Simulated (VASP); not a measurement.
Computed with PBEsol GGA, VASP's PBE PAW potentials (set 64) (plane waves; VASP).

Input for VASP

File POSCAR:
```
Ti
1
    4.5673700000     0.0000000000     0.0000000000
   -2.2836850000     3.9554580000     0.0000000000
    0.0000000000     0.0000000000     2.8262400000
Ti
3
Direct
  0.0017900000   0.0084260000   0.0266460000
  0.3197200000   0.6516700000   0.4942980000
  0.6784900000   0.3399040000   0.4790560000
```

### INCAR
```
SYSTEM=Ti
PREC=Accurate; ENCUT=300; LREAL=F
LASPH=T
EDIFF=1E-6; NELM=100; ALGO=Normal
LMAXMIX=4
ISMEAR=-1; SIGMA=0.136
GGA=PS
ISIF=2
LWAVE=F; LCHARG=F
```

KPOINTS:
```
Automatic mesh
0
Gamma
5 5 7
0 0 0
```

POTCAR, in this order: Ti_sv (PBE.64 set). Program: vasp_std.

At this cut-off the stress carries a Pulay error, which pulls relaxed volumes low.

Task: What does the run give for the energy per atom (σ→0), pressure, largest force, band gap (on the k-mesh)?

Result: 
```json
{
 "energy per atom (σ→0)": "-8.304 eV/atom",
 "band gap (on the k-mesh)": "none (metal, semimetal or under 0.01 eV)",
 "pressure": "-3.27 GPa",
 "largest_force": "0.632 eV/Å"
}
```

File OSZICAR:
```
...
DAV:  10    -0.250255919307E+02    0.47089E-02   -0.13177E-01  5800   0.443E+00    0.677E-01
DAV:  11    -0.250195304713E+02    0.60615E-02   -0.50393E-02  5784   0.252E+00    0.105E-01
DAV:  12    -0.250196053125E+02   -0.74841E-04   -0.22273E-03  5512   0.468E-01    0.809E-02
DAV:  13    -0.250196060730E+02   -0.76050E-06   -0.15487E-04  6090   0.124E-01    0.332E-02
DAV:  14    -0.250195920933E+02    0.13980E-04   -0.44851E-05  5402   0.635E-02    0.786E-03
DAV:  15    -0.250195900586E+02    0.20347E-05   -0.58778E-06  4774   0.238E-02    0.210E-03
DAV:  16    -0.250195901180E+02   -0.59438E-07   -0.53449E-07  2602   0.914E-03
   1 F= -.25019590E+02 E0= -.24911206E+02  d E =-.216768E+00
```

The structure comes from a computed database's Ti entry; how it stands against other phases isn't given here. The cell was not relaxed at this level, atoms are displaced from their ideal sites. The k-mesh is coarse (spacing up to 0.32 per Å, 2π included), so the numbers may not be converged in it.
